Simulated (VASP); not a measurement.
Method: r2SCAN meta-GGA, VASP's PBE PAW potentials (set 64) (plane waves; VASP).

VASP input:

INCAR:
```
SYSTEM  =  LaAg
PREC  =  Accurate; ENCUT  =  400; LREAL  =  .FALSE.
LASPH  =  .TRUE.
EDIFF  =  1E-6; NELM  =  100; ALGO  =  Normal
LMAXMIX  =  6; LMIXTAU  =  .TRUE.
ISMEAR  =  1; SIGMA  =  0.1
METAGGA  =  R2SCAN
IBRION  =  2; NSW  =  60; ISIF  =  3
EDIFFG  =  -0.01
LWAVE  =  .FALSE.; LCHARG  =  .FALSE.
```

File POSCAR:
```
LaAg
1
    3.7600000000     0.0000000000     0.0000000000
    0.0000000000     3.7600000000     0.0000000000
    0.0000000000     0.0000000000     3.7600000000
Ag La
1 1
Direct
  0.0000000000   0.0000000000   0.0000000000
  0.5000000000   0.5000000000   0.5000000000
```

File KPOINTS:
```
Automatic
0
gamma
9 9 9
0 0 0
```

POTCAR, in this order: Ag La (PBE.64 set). Program: vasp_std.

Question: What will the output report for the number of irreducible k-points (NKPTS), number of bands (NBANDS), largest plane-wave count, number of space-group operations, FFT grid (NGX, NGY, NGZ)?

Answer: 
```yaml
number of irreducible k-points (NKPTS): 35
number of bands (NBANDS): 15
largest_plane_wave_count: 977
number_of_space_group_operations: 48
FFT grid (NGX, NGY, NGZ): 28 × 28 × 28
```

The structure comes from a measured LaAg entry (Pm-3m) of the Crystallography Open Database, whose conditions weren't checked. This run relaxes it. Symmetry was kept, so distortions that lower it aren't found.
